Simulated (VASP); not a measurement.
Input for VASP

### INCAR
```
# general
SYSTEM  = ZrS
PREC    = Accurate
ENCUT   = 400
LREAL   = .False.
LASPH   = .True.

# electronic loop
EDIFF   = 1E-7
NELM    = 100
ALGO    = Normal
LMAXMIX = 4

# smearing
ISMEAR  = -5

# functional
GGA     = PS

# ions
ISIF    = 2

# output
LWAVE   = .False.
LCHARG  = .True.
LORBIT  = 11
NEDOS   = 601
```

File KPOINTS:
```
kpoints
0
gamma
  14 14 14
```

File POSCAR:
```
ZrS
1.0
  0.0000000000   2.5843655198   2.5843655198
  2.5843655198   0.0000000000   2.5843655198
  2.5843655198   2.5843655198   0.0000000000
Zr S
1 1
Cart
  0.0000000000   0.0000000000   0.0000000000
  2.5843655198   2.5843655198   2.5843655198
```

POTCAR, in this order: Zr_sv S (PBE.64 set). Program: vasp_std.

Question: Write an equivalent input for Quantum ESPRESSO's pw.x.

Answer: One equivalent input (not run):
```
&CONTROL
  calculation = 'scf'
  pseudo_dir = './pseudo'
  outdir = './out'
  tprnfor = .true.
  tstress = .true.
/
&SYSTEM
  ibrav = 0
  nat = 2
  ntyp = 2
  ecutwfc = 66
  occupations = 'tetrahedra'
  input_dft = 'pbesol'
/
&ELECTRONS
  conv_thr = 7.3e-09
  electron_maxstep = 100
/
ATOMIC_SPECIES
  Zr 91.224 Zr.upf
  S 32.060 S.upf
CELL_PARAMETERS angstrom
    -0.0000000    2.5843655    2.5843655
     2.5843655    0.0000000    2.5843655
     2.5843655    2.5843655   -0.0000000
ATOMIC_POSITIONS crystal
  Zr   0.0000000  0.0000000  0.0000000
  S    0.5000000  0.5000000  0.5000000
K_POINTS automatic
  14 14 14 0 0 0
```
Limits of the translation: the potentials are each code's own (VASP's PAW set, PseudoDojo norm-conserving files in pw.x), so ENCUT and ecutwfc are chosen apart and not converted; conv_thr bounds pw.x's estimated SCF error, while EDIFF bounds the energy change between steps.

The structure was generated: ZrS was put into the rock salt type (Fm-3m), which need not be its known phase. It was relaxed first, which changed the volume by -38 %.
